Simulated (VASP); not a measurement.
These are PBE GGA, VASP's PBE PAW potentials (set 64) (plane waves; VASP) values and carry that method's errors.

Input for VASP

### POSCAR
```
V3Ge
6.2032320
  0.0000000000   0.5000000000   0.5000000000
  0.5000000000   0.0000000000   0.5000000000
  0.5000000000   0.5000000000   0.0000000000
Ge V
1 3
Cart
  0.0000000000   0.0000000000   0.0000000000
  0.5000000000   0.5000000000   0.5000000000
  0.2500000000   0.2500000000   0.2500000000
  0.7500000000   0.7500000000   0.7500000000
```

INCAR:
```
LORBIT=10
LREAL=.FALSE.   # projection in real space or not
EDIFF=1E-6   # SCF stop (eV)
GGA=PE   # PBE
NELM=100
LCHARG=.FALSE.
PREC=Accurate
LWAVE=.FALSE.
MAGMOM=4*1.0
SYSTEM=V3Ge
LMAXMIX=4
LASPH=.TRUE.   # aspherical one-centre terms
ALGO=Normal
ISMEAR=1   # Methfessel-Paxton
ISPIN=2
ISIF=2   # forces and stress, cell fixed
SIGMA=0.1
ENCUT=400
```

### KPOINTS
```
Automatic mesh
0
Gamma
7 7 7
0 0 0
```

POTCAR, in this order: Ge_d V_sv (PBE.64 set). Program: vasp_std.

What will the output report for the number of irreducible k-points (NKPTS), number of bands (NBANDS), largest plane-wave count, number of space-group operations, FFT grid (NGX, NGY, NGZ)?

The number of irreducible k-points (NKPTS) is 20. The number of bands (NBANDS) is 33. The largest plane-wave count is 1096 and the number of space-group operations is 48. The FFT grid (NGX, NGY, NGZ) is 30 × 30 × 30.

The structure was generated: V3Ge was put into the D03 type (Fm-3m), which need not be its known phase. The cell was not relaxed at this level.
